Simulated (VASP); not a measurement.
VASP ran on this input.

**INCAR**
```
LASPH = T
EDIFF = 1E-7   # SCF stop (eV)
LCHARG = T
PREC = Accurate
ISIF = 2   # forces and stress, cell fixed
SYSTEM = Ru
AGGAC = 0.0
PARAM1 = 0.1833333333
NEDOS = 601
LMAXMIX = 4   # l cut-off of mixed one-centre charges
LREAL = F   # projection in real space or not
LUSE_VDW = T
GGA = BO
NELM = 100
ISMEAR = -5
PARAM2 = 0.22
ALGO = Normal
LORBIT = 11   # lm-projected
ENCUT = 520
LWAVE = F
```

File POSCAR:
```
Ru
1
    1.3624438940    -2.3598222052     0.0000000000
    1.3624438940     2.3598222052    -0.0000000000
    0.0000000000    -0.0000000000     4.2918072861
Ru
2
Direct
  0.3333330000   0.6666670000   0.2500000000
  0.6666670000   0.3333330000   0.7500000000
```

KPOINTS:
```
Automatic mesh
0
Gamma
17 17 10
0 0 0
```

POTCAR, in this order: Ru_pv (PBE.64 set). Program: vasp_std.

**Question.** Write an equivalent input for Quantum ESPRESSO's pw.x.

**Answer.** One equivalent input (not run):
```
&CONTROL
  calculation = 'scf'
  pseudo_dir = './pseudo'
  outdir = './out'
  tprnfor = .true.
  tstress = .true.
/
&SYSTEM
  ibrav = 0
  nat = 2
  ntyp = 1
  ecutwfc = 84
  occupations = 'tetrahedra'
  input_dft = 'vdw-df-obk8'
/
&ELECTRONS
  conv_thr = 7.3e-09
  electron_maxstep = 100
/
ATOMIC_SPECIES
  Ru 101.070 Ru.upf
CELL_PARAMETERS angstrom
     1.3624439   -2.3598222    0.0000000
     1.3624439    2.3598222   -0.0000000
     0.0000000   -0.0000000    4.2918073
ATOMIC_POSITIONS crystal
  Ru   0.3333330  0.6666670  0.2500000
  Ru   0.6666670  0.3333330  0.7500000
K_POINTS automatic
  17 17 10 0 0 0
```
Limits of the translation: the potentials are each code's own (VASP's PAW set, PseudoDojo norm-conserving files in pw.x), so ENCUT and ecutwfc are chosen apart and not converted; conv_thr bounds pw.x's estimated SCF error, while EDIFF bounds the energy change between steps.

The compound is Ru in the hcp structure. It was relaxed first.
